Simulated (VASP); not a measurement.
Crystal: Ca2ZrN2.

```
Ca Zr N
1.0
     3.76784    0.00000    0.00000
     0.00000    3.76784    0.00000
     0.00000    0.00000    6.94654
Ca Zr N
2 1 2
Direct
  0.50000 0.00000 0.61906
  0.00000 0.50000 0.61906
  0.50000 0.50000 0.16459
  0.50000 0.50000 0.58373
  0.50000 0.50000 0.79361
```

The cell was built by a generator and needn't be a form met in nature.

| Quantity | Value |
| --- | --- |
| Program | VASP 6.6.1 |
| Task | relaxation of cell and atoms |
| Functional | PBE |
| Potentials or basis | VASP PAW PBE potentials, release 64 (Ca_sv, Zr_sv, N) |
| Cutoff | 520 eV |
| k mesh | 4 × 4 × 2 |
| Occupations | gaussian, width 0.15 eV |
| Spin | no spin polarisation |

At the start: pressure 30.3 GPa; volume 19.72 Å³/atom.

Q: How do energy, volume and symmetry change on relaxing?

A: Over 17 steps the energy falls by 1860.3 meV/atom and the volume is 23.65 Å³/atom (+19.9 %); space group P4/mmm (No. 123, to 0.05 Å).

Step by step:
```tsv
step	energy change (eV)	largest force (eV/Å)	pressure (GPa)	volume (Å³)
1	0.0000	3.9647	30.29	98.62
2	-5.3660	1.2358	-12.37	153.91
3	-7.0691	1.6989	-6.99	132.24
4	-7.3165	1.4572	-10.57	140.73
5	-7.5304	9.3878	11.53	117.20
6	-8.8184	2.1453	-3.39	127.05
7	-8.8230	2.2716	-3.00	126.63
8	-9.1858	1.1639	0.51	117.88
9	-9.1907	1.2372	1.32	116.72
10	-9.2291	0.8694	0.06	117.89
11	-9.2348	0.6751	0.35	117.57
12	-9.2703	0.4683	-0.70	118.78
13	-9.2769	0.4437	-1.21	119.50
14	-9.2988	0.1084	-0.42	118.68
15	-9.3002	0.1439	-0.03	118.41
16	-9.3003	0.1270	-0.03	118.43
17	-9.3016	0.0596	-0.09	118.26
```

Final structure:
```yaml
crystal:
  lattice:
    - [4.65289, 0.00000, 0.00000]
    - [0.00000, 4.65289, 0.00000]
    - [0.00000, 0.00000, 5.46251]
  atoms:
    - { symbol: Ca, position: [0.50000, 0.00000, 0.65500] }
    - { symbol: Ca, position: [0.00000, 0.50000, 0.65500] }
    - { symbol: Zr, position: [0.50000, 0.50000, 0.15617] }
    - { symbol: N, position: [0.50000, 0.50000, 0.53027] }
    - { symbol: N, position: [0.50000, 0.50000, 0.78360] }
```

Caveat: the k mesh is coarse (spacing up to 0.45 Å⁻¹), so the values aren't converged; the volume moved by over 15 % at a fixed basis, so the end points are rough; the relaxation stopped at a loose force limit of 0.08 eV/Å, so its end isn't a converged minimum.
